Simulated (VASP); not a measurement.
A run of VASP 6.6.1 is set up as follows.

Contents of INCAR:

```
ALGO = Normal
EDIFF = 1E-7
ENCUT = 520
GGA = PE
ISIF = 2
ISMEAR = -1
ISPIN = 2
LASPH = True
LCHARG = False
LMAXMIX = 6
LORBIT = 11
LREAL = False
LWAVE = False
MAGMOM = 1 0
NBANDS = 19
NELM = 120
PREC = Accurate
SIGMA = 0.05
```

File KPOINTS:

```
k-points
0
Gamma
  9 9 9
```

File POSCAR:

```
CeC
1.0
    0.0000000000      2.5960690000      2.5960690000
    2.5960690000      0.0000000000      2.5960690000
    2.5960690000      2.5960690000      0.0000000000
Ce C
1 1
Direct
    0.0000000000      0.0000000000      0.0000000000
    0.5000000000      0.5000000000      0.5000000000
```

Potentials or basis: VASP PAW PBE potentials, release 64 (Ce, C).

Launch:

```console
$ cat potpaw_PBE.64/Ce/POTCAR potpaw_PBE.64/C/POTCAR > POTCAR
$ mpirun -np 1 vasp_std > vasp.out
```

Question: Predict the pressure.

Answer: -0.2 GPa.

Question: What does it give for the net moment?

Answer: 0.00 μB per cell.

Caveat: the magnetic or orbital state may not be the lowest. The state reached can hang on the start; a lower one may exist.
